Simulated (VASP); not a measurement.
Input:

```xyz
2
Lattice="3.9360 0.0000 0.0000 0.0000 3.9360 0.0000 0.0000 0.0000 3.9360" Properties=species:S:1:pos:R:3 pbc="T T T"
Ba     0.0000     0.0000     0.0000
Te     1.9680     1.9680     1.9680
```

Method: PBEsol GGA, VASP's PBE PAW potentials (set 64) (plane waves; VASP). Settings: 500 eV cut-off, 7×7×7 Γ-centred mesh, Gaussian smearing of 0.050 eV, potentials Ba_sv Te.

Question: What does the run give for the energy per atom (σ→0), pressure?

Answer: 
```yaml
energy per atom (σ→0): -4.306 eV/atom
pressure: 9.93 GPa
```

The absolute energy has meaning only against runs of the same code, potentials and settings.

The structure was generated: BaTe was put into the CsCl type type (Pm-3m), which need not be its known phase. It was relaxed first under an external pressure of 10 GPa.
